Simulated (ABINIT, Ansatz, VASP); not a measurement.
Code comparison for ScZn3 (P6_3/mmc, 8 atoms in the cell)

Self-consistent single point.

```yaml
crystal:
  lattice:
    - [5.80685, 0.00000, 0.00000]
    - [-2.90342, 5.02888, 0.00000]
    - [0.00000, 0.00000, 4.28978]
  atoms:
    - { symbol: Sc, position: [0.33333, 0.66667, 0.75000] }
    - { symbol: Sc, position: [0.66667, 0.33333, 0.25000] }
    - { symbol: Zn, position: [0.84266, 0.68533, 0.75000] }
    - { symbol: Zn, position: [0.15734, 0.31467, 0.25000] }
    - { symbol: Zn, position: [0.15734, 0.84266, 0.25000] }
    - { symbol: Zn, position: [0.84266, 0.15734, 0.75000] }
    - { symbol: Zn, position: [0.31467, 0.15734, 0.75000] }
    - { symbol: Zn, position: [0.68533, 0.84266, 0.25000] }
```

Shared settings, as Ansatz (an electronic-structure program) writes them: kpoints.mp_grid.grid = 3 3 3; scf.occupations.method = fermi_dirac; scf.occupations.width = 0.05 eV. Potentials and cutoffs stand in the table.

```
code                                           model  pressure (GPa)  largest force (eV/Å)   cutoff
------  --------------------------------------------  --------------  --------------------  -------
VASP    LDA (PZ), VASP's LDA PAW potentials (set 64)           -3.56                 0.072   300 eV
Ansatz           LDA (PW92), PAW files made with PBE           -3.78                 0.057  default
ABINIT            LDA (PW92), PAW (JTH v2.0 LDA PAW)           -3.82                 0.055    30 Ha
```

The spread over the programs that give each value: pressure within 0.26 GPa; largest force within 0.017 eV/Å.

Ansatz's pressure is given at a fixed set of plane waves, as the other plane-wave codes print theirs; with its correction for the finite basis it is -3.74 GPa. The same LDA comes in different parametrisations, which differ slightly.

On the base mesh (5 5 5) the same programs gave: Ansatz pressure -3.55 GPa; ABINIT pressure -3.59 GPa; VASP pressure -3.34 GPa.

VASP's run is marked for a possible Pulay error in its stress at this cutoff; no cutoff test was made.

The starting cell comes from a database of computed structures (which also holds hypothetical and non-ambient phases and stackings), without a prior relaxation at this level. Its lattice was rescaled by a random factor within 2.5 % of one.

Left out of this page: FLEUR (with a known weakness of the program); SIESTA (not drawn, or without a comparable value).

Keys are those of Ansatz 0.2.
